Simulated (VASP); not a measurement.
A run of VASP 6.6.1:

File run.py:

```python
from ase import Atoms
from ase.calculators.vasp import Vasp

atoms = Atoms(
    ['Be', 'Al'],
    cell=[[2.6025651066, 0.0, 0.0], [-1.3012825533, 2.2538839008, 0.0], [0.0, 0.0, 3.851410361]],
    scaled_positions=[[0.0, 0.0, 0.0], [0.33333, 0.66667, 0.5]],
    pbc=True,
)
calc = Vasp(
    directory='calc',
    xc='pbesol',
    pp='PBE',
    setups='gw',
    prec='Accurate',
    encut=680,
    ediff=1e-07,
    ismear=-1,
    sigma=0.02,
    lreal=False,
    lasph=False,
    nelm=60,
    algo='Normal',
    isif=3,
    lwave=False,
    lcharg=False,
    ivdw=11,
    ibrion=2,
    nsw=60,
    ediffg=-0.01,
    kpts=[11, 11, 7],
    gamma=True,
)
atoms.calc = calc

print('energy (eV):', atoms.get_potential_energy())
print('free energy (eV):', atoms.get_potential_energy(force_consistent=True))
print('forces (eV/A):')
print(atoms.get_forces())
print('stress (eV/A^3, Voigt):', atoms.get_stress())
print('Fermi level (eV):', calc.get_fermi_level())
print('cell (A, degrees):', atoms.cell.cellpar())
print('volume (A^3):', atoms.get_volume())
print('scaled positions:')
print(atoms.get_scaled_positions())
```

Potentials or basis: VASP PAW PBE potentials, release 64 (Be_sv_GW, Al_GW).

Launch:

```console
$ python run.py
```

Hardware: 1 thread of Intel(R) Xeon(R) 6975P-C (Granite Rapids) (shared host).

**Question.** Estimate the wall time of this run.

**Answer.** Run time: 40 s on 1 thread of Intel(R) Xeon(R) 6975P-C (Granite Rapids) (shared host), peak memory 0.21 GiB. Counts: scf iterations 33, k points 144, ion steps 5.
